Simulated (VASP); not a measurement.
Level of theory: r2SCAN+rVV10, VASP's PBE PAW potentials (set 64) (plane waves; VASP).

A VASP calculation is set up with these files.

File POSCAR:
```
WS2
1
    1.5865326419    -2.7479551213     0.0000000000
    1.5865326419     2.7479551213    -0.0000000000
    0.0000000000    -0.0000000000    12.3802698310
W S
2 4
Direct
  0.3333330000   0.6666670000   0.2500000000
  0.6666670000   0.3333330000   0.7500000000
  0.3333330000   0.6666670000   0.8762584270
  0.6666670000   0.3333330000   0.3762584270
  0.6666670000   0.3333330000   0.1237415730
  0.3333330000   0.6666670000   0.6237415730
```

### INCAR
```
SYSTEM = WS2
PREC = Accurate
ENCUT = 520
EDIFF = 1E-6
NELM = 100
ALGO = Normal
LREAL = .FALSE.
LASPH = .TRUE.
ISMEAR = 0
SIGMA = 0.05
METAGGA = R2SCAN
LUSE_VDW = .TRUE.
BPARAM = 11.95
CPARAM = 0.0093
LMIXTAU = .TRUE.
LMAXMIX = 6
LWAVE = .FALSE.
LCHARG = .FALSE.
IBRION = 2
ISIF = 3
NSW = 60
EDIFFG = -0.02
```

File KPOINTS:
```
Automatic
0
Gamma
  7 7 2
```

POTCAR, in this order: W_sv S (PBE.64 set). Program: vasp_std.

What VASP printed:

File OSZICAR:
```
       N       E                     dE             d eps       ncg     rms          rms(c)
DAV:   1     0.433961028611E+03    0.43396E+03   -0.29605E+04  1096   0.172E+03
DAV:   2    -0.119118719231E+03   -0.55308E+03   -0.54245E+03  1163   0.463E+02
DAV:   3    -0.153405602398E+03   -0.34287E+02   -0.33692E+02  1246   0.104E+02
DAV:   4    -0.154234273686E+03   -0.82867E+00   -0.82666E+00  1226   0.169E+01
DAV:   5    -0.154257599065E+03   -0.23325E-01   -0.23317E-01  1248   0.272E+00    0.407E+01
DAV:   6    -0.147105544466E+03    0.71521E+01   -0.12682E+01  1260   0.267E+01    0.170E+01
DAV:   7    -0.141316539118E+03    0.57890E+01   -0.30335E+00  1228   0.899E+00    0.492E+00
DAV:   8    -0.141642029818E+03   -0.32549E+00   -0.92343E-01  1317   0.711E+00    0.324E+00
DAV:   9    -0.138994494502E+03    0.26475E+01   -0.44749E-01  1069   0.448E+00    0.112E+00
DAV:  10    -0.138746620010E+03    0.24787E+00   -0.14104E-01  1128   0.283E+00    0.447E-01
DAV:  11    -0.139022774744E+03   -0.27615E+00   -0.17769E-01  1112   0.283E+00    0.455E-01
DAV:  12    -0.139191395786E+03   -0.16862E+00   -0.64323E-02  1076   0.188E+00    0.213E-01
DAV:  13    -0.139190422873E+03    0.97291E-03   -0.15611E-02  1160   0.752E-01    0.169E-01
DAV:  14    -0.139190318570E+03    0.10430E-03   -0.80763E-03  1153   0.524E-01    0.937E-02
DAV:  15    -0.139190829778E+03   -0.51121E-03   -0.18340E-03  1153   0.257E-01    0.371E-02
DAV:  16    -0.139191345899E+03   -0.51612E-03   -0.47090E-04  1188   0.147E-01    0.243E-02
DAV:  17    -0.139191373997E+03   -0.28098E-04   -0.52121E-05  1086   0.434E-02    0.175E-02
DAV:  18    -0.139191378648E+03   -0.46518E-05   -0.21513E-05  1191   0.264E-02    0.590E-03
DAV:  19    -0.139191384095E+03   -0.54463E-05   -0.11954E-05  1067   0.214E-02    0.774E-03
DAV:  20    -0.139191384386E+03   -0.29160E-06   -0.77403E-07   786   0.559E-03
   1 F= -.13919138E+03 E0= -.13919138E+03  d E =-.139191E+03
       N       E                     dE             d eps       ncg     rms          rms(c)
DAV:   1    -0.139194291371E+03   -0.29073E-02   -0.78941E-02  1098   0.243E+00    0.544E-01
DAV:   2    -0.139191784585E+03    0.25068E-02   -0.13602E-02  1207   0.821E-01    0.242E-01
DAV:   3    -0.139191527406E+03    0.25718E-03   -0.10522E-03  1163   0.178E-01    0.683E-02
DAV:   4    -0.139191407505E+03    0.11990E-03   -0.25248E-04  1153   0.932E-02    0.458E-02
DAV:   5    -0.139191465202E+03   -0.57697E-04   -0.54400E-05  1146   0.632E-02    0.301E-02
DAV:   6    -0.139191480192E+03   -0.14990E-04   -0.53790E-05  1115   0.507E-02    0.835E-03
DAV:   7    -0.139191486724E+03   -0.65320E-05   -0.17497E-05  1099   0.342E-02    0.387E-03
DAV:   8    -0.139191490059E+03   -0.33351E-05   -0.39726E-06   976   0.175E-02    0.195E-03
DAV:   9    -0.139191490790E+03   -0.73075E-06   -0.51226E-07   608   0.623E-03
   2 F= -.13919149E+03 E0= -.13919149E+03  d E =-.106403E-03
       N       E                     dE             d eps       ncg     rms          rms(c)
DAV:   1    -0.139191842435E+03   -0.35238E-03   -0.88689E-03  1091   0.812E-01    0.182E-01
DAV:   2    -0.139191549497E+03    0.29294E-03   -0.15210E-03  1186   0.274E-01    0.814E-02
DAV:   3    -0.139191522822E+03    0.26675E-04   -0.11618E-04  1133   0.596E-02    0.229E-02
DAV:   4    -0.139191512271E+03    0.10551E-04   -0.28108E-05  1139   0.314E-02    0.153E-02
DAV:   5    -0.139191522092E+03   -0.98213E-05   -0.59572E-06  1011   0.213E-02    0.102E-02
DAV:   6    -0.139191526970E+03   -0.48782E-05   -0.58077E-06   934   0.171E-02    0.270E-03
DAV:   7    -0.139191528539E+03   -0.15685E-05   -0.19601E-06   656   0.117E-02    0.125E-03
DAV:   8    -0.139191529070E+03   -0.53088E-06   -0.46980E-07   587   0.583E-03
   3 F= -.13919153E+03 E0= -.13919153E+03  d E =-.144683E-03
       N       E                     dE             d eps       ncg     rms          rms(c)
DAV:   1    -0.139191939045E+03   -0.41051E-03   -0.15640E-02  1013   0.802E-01    0.127E-01
DAV:   2    -0.139191724114E+03    0.21493E-03   -0.16530E-03  1114   0.275E-01    0.762E-02
DAV:   3    -0.139191725604E+03   -0.14908E-05   -0.77148E-05  1169   0.560E-02    0.393E-02
DAV:   4    -0.139191710839E+03    0.14766E-04   -0.29611E-05  1177   0.251E-02    0.180E-02
DAV:   5    -0.139191710283E+03    0.55523E-06   -0.94431E-06  1163   0.216E-02
   4 F= -.13919171E+03 E0= -.13919171E+03  d E =-.181214E-03
       N       E                     dE             d eps       ncg     rms          rms(c)
DAV:   1    -0.139194193701E+03   -0.24829E-02   -0.14088E-01   992   0.241E+00    0.382E-01
DAV:   2    -0.139192230269E+03    0.19634E-02   -0.14856E-02  1086   0.826E-01    0.229E-01
DAV:   3    -0.139192247593E+03   -0.17325E-04   -0.70546E-04  1182   0.169E-01    0.119E-01
DAV:   4    -0.139192119095E+03    0.12850E-03   -0.27000E-04  1206   0.754E-02    0.547E-02
DAV:   5    -0.139192121484E+03   -0.23897E-05   -0.87305E-05  1170   0.651E-02    0.318E-02
DAV:   6    -0.139192131487E+03   -0.10003E-04   -0.30152E-05  1128   0.399E-02    0.122E-02
DAV:   7    -0.139192132778E+03   -0.12909E-05   -0.12947E-05  1157   0.271E-02    0.403E-03
DAV:   8    -0.139192134601E+03   -0.18235E-05   -0.14886E-06   664   0.982E-03    0.339E-03
DAV:   9    -0.139192134767E+03   -0.16526E-06   -0.20986E-07   580   0.297E-03
   5 F= -.13919213E+03 E0= -.13919213E+03  d E =-.605697E-03
       N       E                     dE             d eps       ncg     rms          rms(c)
DAV:   1    -0.139200538841E+03   -0.84042E-02   -0.56113E-01   992   0.481E+00    0.770E-01
DAV:   2    -0.139192881356E+03    0.76575E-02   -0.59224E-02  1101   0.165E+00    0.456E-01
DAV:   3    -0.139192896517E+03   -0.15162E-04   -0.27821E-03  1169   0.335E-01    0.240E-01
DAV:   4    -0.139192381564E+03    0.51495E-03   -0.10667E-03  1206   0.150E-01    0.110E-01
DAV:   5    -0.139192396753E+03   -0.15189E-04   -0.34728E-04  1156   0.130E-01    0.625E-02
DAV:   6    -0.139192443334E+03   -0.46581E-04   -0.12067E-04  1142   0.803E-02    0.244E-02
DAV:   7    -0.139192450514E+03   -0.71797E-05   -0.59939E-05  1129   0.588E-02    0.823E-03
DAV:   8    -0.139192460941E+03   -0.10426E-04   -0.84631E-06  1196   0.228E-02    0.664E-03
DAV:   9    -0.139192461338E+03   -0.39758E-06   -0.40579E-07   622   0.413E-03
   6 F= -.13919246E+03 E0= -.13919246E+03  d E =-.932268E-03
```

File OUTCAR:
```
------------------------ aborting loop because EDIFF is reached ----------------------------------------
  FORCE on cell =-STRESS in cart. coord.  units (eV):
  Direction    XX          YY          ZZ          XY          YZ          ZX
  --------------------------------------------------------------------------------------
  Total        0.0397367      0.0397367      0.0084420      0.0000000      0.0000000     -0.0000000
  in kB        0.5853581      0.5853581      0.1243581      0.0000000      0.0000000     -0.0000000
  external PRESSURE =       0.4316914 kB  Pullay stress =       0.0000000 kB
  volume of cell :      108.76
      direct lattice vectors                 reciprocal lattice vectors
     1.586479172 -2.747862508 -0.000000000     0.315163293 -0.181959614 -0.000000000
     1.586479172  2.747862508  0.000000000     0.315163293  0.181959614 -0.000000000
     0.000000000  0.000000000 12.474446608    -0.000000000 -0.000000000  0.080163877
 POSITION                                       TOTAL-FORCE (eV/Angst)
 -----------------------------------------------------------------------------------
      1.58648      0.91596      3.11861        -0.000000      0.000000      0.000000
      1.58648     -0.91596      9.35583        -0.000000     -0.000000      0.000000
      1.58648      0.91596     10.91916         0.000000      0.000000      0.003084
      1.58648     -0.91596      4.68194         0.000000     -0.000000      0.003084
      1.58648     -0.91596      1.55528         0.000000     -0.000000     -0.003084
      1.58648      0.91596      7.79251        -0.000000      0.000000     -0.003084
 -----------------------------------------------------------------------------------
    total drift:                                0.000160      0.001144     -0.000035
  FREE ENERGIE OF THE ION-ELECTRON SYSTEM (eV)
  ---------------------------------------------------
  free  energy   TOTEN  =      -139.1924613382 eV

  energy  without entropy=     -139.1924613382  energy(sigma->0) =     -139.19246134

 reached required accuracy - stopping structural energy minimisation
```
(Selected blocks of OUTCAR.)

### CONTCAR
```
WS2
   1.00000000000000
     1.5864791716402706   -2.7478625080957948   -0.0000000000000000
     1.5864791716402706    2.7478625080957948    0.0000000000000000
     0.0000000000000000    0.0000000000000000   12.4744466080355103
  W               S
     2     4
Direct
     0.3333330000000032    0.6666669999999968    0.2500000000000000
     0.6666669999999968    0.3333330000000032    0.7500000000000000
     0.3333330000000032    0.6666669999999968    0.8753223745598742
     0.6666669999999968    0.3333330000000032    0.3753223745598743
     0.6666669999999968    0.3333330000000032    0.1246776254401257
     0.3333330000000032    0.6666669999999968    0.6246776254401258
```

OUTCAR:
```
 val. band max:        7.0631738310   @ k =   0.0000   0.0000   0.0000

 cond. band min:       8.2914466097   @ k =   0.1429   0.1429   0.0000


 Fermi energy:         7.4661116432

 k-point     1 :       0.0000    0.0000    0.0000
  band No.  band energies     occupation
      1     -69.5392      2.00000
      2     -69.5391      2.00000
      3     -33.1346      2.00000
      4     -33.1346      2.00000
      5     -32.9706      2.00000
      6     -32.9705      2.00000
      7     -32.9705      2.00000
      8     -32.9705      2.00000
      9      -9.2299      2.00000
     10      -9.0305      2.00000
     11      -7.5937      2.00000
     12      -7.2113      2.00000
     13      -0.7909      2.00000
     14       0.1894      2.00000
     15       3.1622      2.00000
     16       3.3544      2.00000
     17       3.3544      2.00000
     18       3.3674      2.00000
     19       3.3674      2.00000
     20       4.6285      2.00000
     21       4.6286      2.00000
     22       4.6749      2.00000
     23       4.6750      2.00000
     24       5.3587      2.00000
     25       5.9037      2.00000
     26       7.0632      2.00000
     27       9.4867      0.00000
     28       9.4867      0.00000
     29       9.4957      0.00000
     30       9.4958      0.00000
     31       9.5531      0.00000

 k-point     2 :       0.1429    0.0000    0.0000
  band No.  band energies     occupation
      1     -69.5354      2.00000
      2     -69.5354      2.00000
      3     -33.1215      2.00000
      4     -33.1215      2.00000
      5     -33.0413      2.00000
      6     -33.0413      2.00000
      7     -32.9870      2.00000
      8     -32.9869      2.00000
      9      -8.8838      2.00000
     10      -8.6855      2.00000
     11      -7.4519      2.00000
     12      -7.1032      2.00000
     13      -0.3862      2.00000
     14       0.5859      2.00000
     15       2.5451      2.00000
     16       2.5853      2.00000
     17       2.6519      2.00000
...
```

Unless said otherwise, spin-orbit coupling is left out, though it shifts the bands of the heavy elements here.

The compound is WS2 in the 2H layered structure. This run relaxes it. Symmetry was kept, so distortions that lower it aren't found. The start is the result of an earlier pass.
